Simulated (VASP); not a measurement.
# Al3BiO3 (P3m1) in VASP: notebook

The runs below take Al3BiO3 through relaxation of cell and atoms, with PBE.

Program: VASP 6.6.1. These are calculated values, not measurements. Logs are shortened: lines on timing, memory, paths and dates and some standing lists are left out, and cuts for length are marked.

## Step 1: Starting point

The structure is trigonal, space group P3m1 (No. 156). The conventional cell has a = 3.048 Å, b = 3.048 Å, c = 12.525 Å, α = 90.00°, β = 90.00°, γ = 120.00°. Al (site symmetry 3m) is surrounded by 4 O at 1.73 to 1.82 Å. Around Al (site symmetry 3m) lie 6 O at 1.90 to 2.10 Å. Al (site symmetry 3m) is surrounded by 6 Al at 3.05 Å and 3 O at 3.09 Å and 3 Bi at 3.20 Å. Bi (site symmetry 3m) has 6 Bi at 3.05 Å and 3 Al at 3.20 Å and 1 O at 3.26 Å as nearest neighbours. O (site symmetry 3m) is surrounded by 1 Al at 1.73 Å. O (site symmetry 3m) has 3 Al at 1.82 Å as nearest neighbours. O (site symmetry 3m) has 3 Al at 1.90 Å as nearest neighbours.

The cell was built by a generator and needn't be a form met in nature.

## Step 2: Relaxation of cell and atoms, PBE

File INCAR:

```
PREC = Accurate
ENCUT = 520
EDIFF = 1E-6
ISMEAR = 0
SIGMA = 0.1
LREAL = F
LASPH = T
NELM = 120
ALGO = Normal
ISIF = 3
LWAVE = F
LCHARG = F
GGA = PE
IBRION = 2
NSW = 90
EDIFFG = -0.01
KPAR = 4
```

File KPOINTS:

```
regular mesh
0
Gamma
  12 12 4
```

File POSCAR:

```
Al3BiO3
1.0
    3.0481535400      0.0000000000      0.0000000000
   -1.5240767700      2.6397784000      0.0000000000
    0.0000000000      0.0000000000     12.5250000000
Al Bi O
3 1 3
Direct
    0.3333333300      0.6666666700      0.6310578800
    0.0000000000      0.0000000000      0.4017564900
    0.3333333300      0.6666666700      0.1406786400
    0.0000000000      0.0000000000      0.9275848300
    0.3333333300      0.6666666700      0.4927744500
    0.0000000000      0.0000000000      0.6674650700
    0.6666666700      0.3333333300      0.3437125700
```

Potentials or basis: VASP PAW PBE potentials, release 64 (Al, Bi_d, O).

Started as:

```console
> cat potpaw_PBE.64/Al/POTCAR potpaw_PBE.64/Bi_d/POTCAR potpaw_PBE.64/O/POTCAR > POTCAR
> mpirun -np 4 vasp_std > vasp.out
```

OUTCAR:

```text
PREC = Accurate
   ENCUT = 520
   EDIFF = 1E-6
   ISMEAR = 0
   LREAL = F
   LASPH = T
   NELM = 120
   ISIF = 3
   GGA = PE
   IBRION = 2
   NSW = 90
   EDIFFG = -0.01

 ion  position               nearest neighbor table
   1  0.333  0.667  0.631-   5 1.73   6 1.82   6 1.82   6 1.82
   2  0.000  0.000  0.402-   7 1.90   7 1.90   7 1.90   5 2.10   5 2.10   5 2.10
   3  0.333  0.667  0.141-   4 3.20   4 3.20   4 3.20
   4  0.000  0.000  0.928-   3 3.20   3 3.20   3 3.20
   5  0.333  0.667  0.493-   1 1.73   2 2.10   2 2.10   2 2.10
   6  0.000  0.000  0.667-   1 1.82   1 1.82   1 1.82
   7  0.667  0.333  0.344-   2 1.90   2 1.90   2 1.90

  LATTYP: Found a hexagonal cell.
 ALAT       =     3.0481535400
 C/A-ratio  =     4.1090449794

  Lattice vectors:

 A1 = (   3.0481535400,   0.0000000000,   0.0000000000)
 A2 = (  -1.5240767700,   2.6397784000,   0.0000000000)
 A3 = (   0.0000000000,   0.0000000000,  12.5250000000)

Analysis of symmetry for initial positions (statically):
=====================================================================
 Subroutine PRICEL returns:
 Original cell was already a primitive cell.

 Routine SETGRP: Setting up the symmetry group for a
 hexagonal supercell.

 Subroutine GETGRP returns: Found  6 space group operations
 (whereof  6 operations were pure point group operations)
 out of a pool of 24 trial point group operations.

The static configuration has the point symmetry C_3v.

Analysis of symmetry for dynamics (positions and initial velocities):
=====================================================================
 Subroutine PRICEL returns:
 Original cell was already a primitive cell.

 Routine SETGRP: Setting up the symmetry group for a
 hexagonal supercell.

 Subroutine GETGRP returns: Found  6 space group operations
 (whereof  6 operations were pure point group operations)
 out of a pool of 24 trial point group operations.

The dynamic configuration has the point symmetry C_3v.

 Subroutine INISYM returns: Found  6 space group operations
 (whereof  6 operations are pure point group operations),
 and found     1 'primitive' translations

----------------------------------------------------------------------------------------

                                     Primitive cell

  volume of cell :     100.7818

  direct lattice vectors                    reciprocal lattice vectors
     3.048153540  0.000000000  0.000000000     0.328067463  0.189409838  0.000000000
    -1.524076770  2.639778400  0.000000000     0.000000000  0.378819677  0.000000000
     0.000000000  0.000000000 12.525000000     0.000000000  0.000000000  0.079840319

  length of vectors
     3.048153540  3.048153540 12.525000000     0.378819677  0.378819677  0.079840319

  position of ions in fractional coordinates (direct lattice)
     0.333333330  0.666666670  0.631057880
     0.000000000  0.000000000  0.401756490
     0.333333330  0.666666670  0.140678640
     0.000000000  0.000000000  0.927584830
     0.333333330  0.666666670  0.492774450
     0.000000000  0.000000000  0.667465070
     0.666666670  0.333333330  0.343712570

  ion indices of the primitive-cell ions
   primitive index   ion index
                 1           1
                 2           2
                 3           3
                 4           4
                 5           5
                 6           6
                 7           7

----------------------------------------------------------------------------------------

 KPOINTS: regular mesh

Automatic generation of k-mesh.
 Grid dimensions read from file:
 generate k-points for:   12   12    4

 Generating k-lattice:

  Cartesian coordinates                     Fractional coordinates (reciprocal lattice)
     0.027338955  0.015784153  0.000000000     0.083333333  0.000000000  0.000000000
     0.000000000  0.031568306  0.000000000     0.000000000  0.083333333  0.000000000
     0.000000000  0.000000000  0.019960080     0.000000000  0.000000000  0.250000000

  Length of vectors
     0.031568306  0.031568306  0.019960080

  Shift w.r.t. Gamma in fractional coordinates (k-lattice)
     0.000000000  0.000000000  0.000000000

 Subroutine IBZKPT returns following result:
 ===========================================

 Found     69 irreducible k-points:

 Following reciprocal coordinates:
            Coordinates               Weight
  0.000000  0.000000  0.000000      1.000000
  0.083333 -0.000000  0.000000      6.000000
  0.166667  0.000000  0.000000      6.000000
  0.250000 -0.000000  0.000000      6.000000
  0.333333 -0.000000  0.000000      6.000000
  0.416667  0.000000  0.000000      6.000000
[... 16 lines left out ...]
  0.166667  0.000000  0.250000      6.000000
  0.000000  0.166667  0.250000      6.000000
 [... further k-points ...]
   k-points           NKPTS =     69   k-points in BZ     NKDIM =     69   number of bands    NBANDS=     25
   number of dos      NEDOS =    301   number of ions     NIONS =      7
[... 29 lines left out ...]
   EMIN   =  10.00;   EMAX   =-10.00  energy-range for DOS
   EFERMI =   0.00;   METHOD = LEGACY
   ISMEAR =     0;   SIGMA  =   0.10  broadening in eV -4-tet -1-fermi 0-gaus
   EFERMI_NEDOS =   21; number of points for ismear=-14 and -15
   IALGO  =     38    algorithm
   IMIX   =      4    mixing-type and parameters
     AMIX     =   0.40;   BMIX     =  1.00
     AMIX_MAG =   1.60;   BMIX_MAG =  1.00
  volume/ion in A,a.u.               =      14.40        97.16
  Fermi-wavevector in a.u.,A,eV,Ry     =   1.222824  2.310802 20.344768  1.495298
  Thomas-Fermi vector in A             =   2.357957
   LORBIT       =      0    0 simple, 1 ext, 2 COOP (PROOUT), +10 PAW based schemes
   GGA     = PE    functional components
   LHFCALC =     F    Hartree Fock is set to
   AEXX    =    0.0000 exact exchange contribution
   IVDW    =     0    specifies the selected vdW correction
   LEPSILON=     F    determine dielectric tensor
   LRPA    =     F    only Hartree local field effects (RPA)
 conjugate gradient relaxation of ions
 non-spin polarized calculation
 Gauss-broadening in eV      SIGMA  =   0.10
  energy-cutoff  :      520.00
  volume of cell :      100.78
 maximum number of plane-waves:      2735
 NGX is ok and might be reduce to    24
   NGX = 11   NGY = 11   NGZ = 47

--------------------------------------- Ionic step        1  -------------------------------------------

 number of electron      42.0000002 magnetization

 Free energy of the ion-electron system (eV)
  ---------------------------------------------------
  ext. energy  EPLUGINS =         0.00000000
  ---------------------------------------------------
  free energy    TOTEN  =       -42.45970719 eV

  energy without entropy =      -42.45285450  energy(sigma->0) =      -42.45628085

------------------------ aborting loop because EDIFF is reached ----------------------------------------

  FORCE on cell =-STRESS in cart. coord.  units (eV):
  Direction    XX          YY          ZZ          XY          YZ          ZX
  --------------------------------------------------------------------------------------
  -------------------------------------------------------------------------------------
  Total        1.2184747      1.2184747      5.1102079      0.0000000      0.0000000      0.0000000
  in kB       19.3706890     19.3706890     81.2394748      0.0000000      0.0000000      0.0000000
  external PRESSURE =      39.9936176 kB  Pullay stress =       0.0000000 kB
[... 104 lines left out ...]
  FREE ENERGIE OF THE ION-ELECTRON SYSTEM (eV)
  ---------------------------------------------------
  free  energy   TOTEN  =       -42.5303356278 eV

  energy  without entropy=      -42.5222425019  energy(sigma->0) =      -42.52628906

 E-fermi :   7.3384     XC(G=0): -10.0022

 val. band max:        7.3073344091   @ k =   0.2500   0.2500   0.0000
 cond. band min:       7.3564286397   @ k =   0.3333   0.1667   0.2500
 fundamental gap:      0.0490942305
 Fermi energy:         7.3383561657

 k-point     1 :       0.0000    0.0000    0.0000
  band No.  band energies     occupation
      1     -16.0617      2.00000
      2     -16.0617      2.00000
      3     -16.0564      2.00000
      4     -15.6455      2.00000
      5     -15.6455      2.00000
      6     -15.4930      2.00000
[... 661 lines left out ...]
     24      11.1331      0.00000
     25      12.1151      0.00000

 [... further k-points ...]

[... ionic steps 4 to 24 ...]

--------------------------------------- Ionic step       25  -------------------------------------------

 number of electron      42.0000005 magnetization

------------------------ aborting loop because EDIFF is reached ----------------------------------------
[... 77 lines left out ...]
--------------------------------------- Ionic step       27  -------------------------------------------

 number of electron      42.0000005 magnetization

 Free energy of the ion-electron system (eV)
  ---------------------------------------------------
  ext. energy  EPLUGINS =         0.00000000
  ---------------------------------------------------
  free energy    TOTEN  =       -42.68618587 eV

  energy without entropy =      -42.67744579  energy(sigma->0) =      -42.68181583

 E-fermi :   6.7229     XC(G=0):  -9.7263

 val. band max:        6.7130996677   @ k =  -0.1667   0.5000   0.2500
 cond. band min:       6.8491277650   @ k =   0.0833  -0.0000   0.0000
 fundamental gap:      0.1360280973
 Fermi energy:         6.7229363115

 k-point     1 :       0.0000    0.0000    0.0000
  band No.  band energies     occupation
      1     -16.6167      2.00000
      2     -16.6167      2.00000
      3     -16.6058      2.00000
      4     -16.2197      2.00000
      5     -16.2197      2.00000
      6     -15.9422      2.00000
[... 661 lines left out ...]
     24      10.5861      0.00000
     25      11.5499      0.00000

 [... further k-points ...]

------------------------ aborting loop because EDIFF is reached ----------------------------------------

  FORCE on cell =-STRESS in cart. coord.  units (eV):
  Direction    XX          YY          ZZ          XY          YZ          ZX
  --------------------------------------------------------------------------------------
  -------------------------------------------------------------------------------------
  Total        0.0132208      0.0132208     -0.0302934      0.0000000      0.0000000     -0.0000000
  in kB        0.1896165      0.1896165     -0.4344758      0.0000000      0.0000000     -0.0000000
  external PRESSURE =      -0.0184142 kB  Pullay stress =       0.0000000 kB
[... 22 lines left out ...]
  FREE ENERGIE OF THE ION-ELECTRON SYSTEM (eV)
  ---------------------------------------------------
  free  energy   TOTEN  =       -42.6861858713 eV

  energy  without entropy=      -42.6774457893  energy(sigma->0) =      -42.68181583

 reached required accuracy - stopping structural energy minimisation
```

Wall time 9.9 min (4 MPI ranks of Intel Xeon Platinum 8259CL at 2.50GHz (Skylake/Cascade Lake), shared host); peak memory 0.35 GiB.

Results:

```yaml
Free_energy: -42.6862 eV
Relaxed_volume: 15.96 Å³/atom
Relaxed_cell: a = 3.048 Å, b = 3.048 Å, c = 13.884 Å, α = 90.00°, β = 90.00°, γ = 120.00°
Space_group_after_relaxing_to_0.05_Å: P3m1 (No. 156)
Energy_gained_by_relaxing: 32.4 meV/atom
Ionic_steps: 27
Pressure_after_relaxing: 0.0 GPa
Largest_force_after_relaxing: 0.010 eV/Å
Band_gap_on_the_k_mesh: none (metal or under the smearing width)
```

Forces in eV/Å, atoms in the order of the input:
```
Al   0.000  0.000 -0.008
Al   0.000  0.000 -0.010
Al   0.000  0.000  0.002
Bi   0.000  0.000  0.005
O    0.000  0.000  0.007
O    0.000  0.000 -0.005
O    0.000  0.000  0.009
```

Step by step:
```
step  energy change (eV)  largest force (eV/Å)  pressure (GPa)  volume (Å³)
   1              0.0000                0.4018            4.00       100.78
   2             -0.0557                1.3967           -1.70       106.09
   3             -0.0706                0.9022           -0.03       104.33
   4             -0.1198                0.4672           -0.74       105.99
   5             -0.1280                0.5927           -1.11       106.95
   6             -0.1622                0.3830           -0.07       106.96
   7             -0.1716                0.4275            0.86       106.94
   8             -0.1966                0.3079            0.50       107.97
   9             -0.2120                0.3779            0.00       109.62
  10             -0.2225                0.0990            0.11       110.36
  11             -0.2229                0.1003            0.15       110.55
  12             -0.2239                0.3115           -0.05       111.04
  13             -0.2244                0.1619            0.01       110.86
  14             -0.2255                0.0780           -0.01       111.13
  15             -0.2255                0.0737           -0.02       111.12
  16             -0.2259                0.0459            0.05       111.15
  17             -0.2260                0.0436            0.11       111.17
  18             -0.2261                0.0695           -0.01       111.38
  19             -0.2261                0.0483            0.00       111.33
  20             -0.2263                0.0236           -0.03       111.48
  21             -0.2263                0.0266           -0.06       111.57
  22             -0.2264                0.0199            0.00       111.61
  23             -0.2264                0.0276            0.02       111.62
  24             -0.2265                0.0129            0.03       111.66
  25             -0.2265                0.0175            0.02       111.67
  26             -0.2265                0.0188            0.00       111.73
  27             -0.2265                0.0099            0.00       111.71
```

Final structure:
```xyz
7
Lattice="3.0480 0.0000 0.0000 -1.5240 2.6397 0.0000 0.0000 0.0000 13.8844" Properties=species:S:1:pos:R:3 pbc="T T T"
Al    0.0000    1.7598    8.6132
Al    0.0000    0.0000    5.6598
Al    0.0000    1.7598    1.8057
Bi    0.0000    0.0000   12.9887
O     0.0000    1.7598    6.8746
O     0.0000    0.0000    9.1409
O     1.5240    0.8799    4.9708
```

Caveat: spin-orbit coupling is left out, which moves the levels of the heavy elements.

## Step 3: Relaxation of cell and atoms, PBE

This run uses another cell than the first one, of 15.96 Å³/atom, 1.108 times its volume.

File INCAR:

```
PREC = Accurate
ENCUT = 520
EDIFF = 1E-7
ISMEAR = 0
SIGMA = 0.1
LREAL = F
LASPH = T
NELM = 120
ALGO = Normal
ISIF = 3
LWAVE = F
LCHARG = F
GGA = PE
IBRION = 2
NSW = 60
EDIFFG = -0.005
POTIM = 0.3
KPAR = 4
```

KPOINTS is that of step 2.

File POSCAR:

```
Al3BiO3                                 
1.0
    3.0480169052     -0.0000000000      0.0000000000
   -1.5240084526      2.6396600708     -0.0000000000
   -0.0000000000      0.0000000000     13.8844222974
  Al              Bi              O             
     3     1     3
Direct
     0.3333333300000021    0.6666666699999979    0.6203521617331880
     0.0000000000000000    0.0000000000000000    0.4076389790740265
     0.3333333300000021    0.6666666699999979    0.1300531105305124
     0.0000000000000000    0.0000000000000000    0.9354855897545751
     0.3333333300000021    0.6666666699999979    0.4951316878811249
     0.0000000000000000    0.0000000000000000    0.6583566845920781
     0.6666666699999979    0.3333333300000021    0.3580117164344884
```

Potentials or basis: VASP PAW PBE potentials, release 64 (Al, Bi_d, O).

Started as:

```console
> cat potpaw_PBE.64/Al/POTCAR potpaw_PBE.64/Bi_d/POTCAR potpaw_PBE.64/O/POTCAR > POTCAR
> mpirun -np 4 vasp_std > vasp.out
```

Run time: 22 min. Hardware: 4 MPI ranks of Intel Xeon Platinum 8259CL at 2.50GHz (Skylake/Cascade Lake), shared host; peak memory 0.37 GiB.

Results (log left out):

| Quantity | Value |
| --- | --- |
| Free energy | -42.7132 eV |
| Relaxed volume | 16.36 Å³/atom |
| Relaxed cell | a = 3.048 Å, b = 3.048 Å, c = 14.237 Å, α = 90.00°, β = 90.00°, γ = 120.00° |
| Space group after relaxing (to 0.05 Å) | P3m1 (No. 156) |
| Energy gained by relaxing | 0.8 meV/atom |
| Ionic steps | 48 |
| Pressure after relaxing | 0.0 GPa |
| Largest force after relaxing | 0.004 eV/Å |
| Band gap on the k mesh | none (metal or under the smearing width) |

Forces in eV/Å, atoms in the order of the input:
```
Al   0.000  0.000 -0.002
Al   0.000  0.000  0.004
Al   0.000  0.000  0.002
Bi   0.000  0.000  0.000
O    0.000  0.000 -0.003
O    0.000  0.000 -0.004
O    0.000  0.000  0.003
```

Step by step:
```
step  energy change (eV)  largest force (eV/Å)  pressure (GPa)  volume (Å³)
   1              0.0000                0.0104            0.26       111.71
   3             -0.0006                0.1025           -0.12       112.20
   5             -0.0012                0.0835           -0.12       112.45
   7             -0.0022                0.0522            0.22       112.49
   9             -0.0037                0.0393            0.08       113.06
  11             -0.0039                0.0860           -0.01       113.44
  13             -0.0046                0.0536           -0.02       114.12
  15             -0.0050                0.0884            0.05       114.50
  17             -0.0051                0.0262            0.01       114.66
  19             -0.0052                0.0145           -0.03       114.67
  21             -0.0052                0.0179            0.02       114.62
  23             -0.0052                0.0205            0.02       114.60
  25             -0.0052                0.0111            0.00       114.61
  27             -0.0052                0.0118           -0.01       114.61
  29             -0.0052                0.0173            0.03       114.55
  31             -0.0053                0.0145            0.03       114.54
  33             -0.0053                0.0220            0.05       114.50
  35             -0.0053                0.0159            0.01       114.53
  37             -0.0054                0.0139           -0.04       114.55
  39             -0.0054                0.0083            0.01       114.47
  41             -0.0054                0.0059            0.00       114.47
  43             -0.0054                0.0056            0.00       114.49
  45             -0.0054                0.0080            0.01       114.49
  47             -0.0055                0.0057            0.01       114.52
  48             -0.0055                0.0042            0.01       114.53
```

Final structure:
```yaml
crystal:
  lattice:
    - [3.04775, 0.00000, 0.00000]
    - [-1.52388, 2.63943, 0.00000]
    - [0.00000, 0.00000, 14.23697]
  atoms:
    - { symbol: Al, position: [0.33333, 0.66667, 0.61653] }
    - { symbol: Al, position: [0.00000, 0.00000, 0.40863] }
    - { symbol: Al, position: [0.33333, 0.66667, 0.13028] }
    - { symbol: Bi, position: [0.00000, 0.00000, 0.94029] }
    - { symbol: O, position: [0.33333, 0.66667, 0.49454] }
    - { symbol: O, position: [0.00000, 0.00000, 0.65419] }
    - { symbol: O, position: [0.66667, 0.33333, 0.36057] }
```

Levels at points of the mesh, in eV from the Fermi level:
| k point | band 18 | band 19 | band 20 | band 21 | band 22 | band 23 | band 24 | band 25 |
| --- | --- | --- | --- | --- | --- | --- | --- | --- |
| (0.00, 0.00, 0.00) | -3.53 | -3.53 | -3.39 | -0.18 | 0.94 | 3.20 | 4.23 | 5.56 |
| (0.50, 0.00, 0.00) | -3.77 | -3.19 | -2.79 | -2.06 | 0.71 | 1.97 | 2.84 | 3.21 |
| (0.00, 0.00, 0.50) | -3.53 | -3.53 | -3.17 | -0.44 | 1.33 | 2.76 | 4.71 | 5.31 |
| (0.50, 0.00, 0.50) | -3.77 | -3.21 | -2.78 | -2.06 | 0.71 | 1.96 | 2.82 | 3.21 |

Caveat: spin-orbit coupling is left out, which moves the levels of the heavy elements.
